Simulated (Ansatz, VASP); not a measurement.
One calculation of SrTa2O5, two programs

```xyz
8
Lattice="2.0676 -6.1453 0.0000 2.0676 6.1453 0.0000 0.0000 0.0000 3.9755" Properties=species:S:1:pos:R:3 pbc="T T T"
Sr    2.0676    0.0000    0.0000
Ta    2.0676    4.1083    1.9878
Ta    2.0676   -4.1083    1.9878
O     2.0676    4.2095    0.0000
O     2.0676   -4.2095    0.0000
O     0.0000    0.0000    1.9878
O     2.0676    1.9238    1.9878
O     2.0676   -1.9238    1.9878
```

Alike in both runs: functional PBE; k mesh 8 × 8 × 8; occupations gaussian, width 0.1 eV; no spin polarisation.

Ansatz relaxed the structure, and its values are those at the end. VASP's run is a single point on that final structure, the one shown.

|  | VASP | Ansatz |
| --- | --- | --- |
| version | VASP 6.6.1 | Ansatz 0.2.0 |
| potentials or method | VASP PAW PBE potentials, release 64 (Sr_sv, Ta_pv, O) | scalar-relativistic, plane waves, PAW |
| plane-wave cutoff (eV) | 520 | 420 |
| valence electrons in the cell | 62 | 66 |

|  | VASP | Ansatz | Ansatz less VASP |
| --- | --- | --- | --- |
| gap on the k mesh at the Fermi level (eV) | none | none | - |
| pressure (GPa) | 0.6 | 0.0 | -0.64 |
| rms of the force components (eV/Å) | 0.005 | 0.000 | -0.0053 |

A gap of «none» marks a metal or a gap that the smearing closes. The two sets of potentials don't hold the same shells in valence.

Spin-orbit coupling is left out, which matters for the levels of Ta.
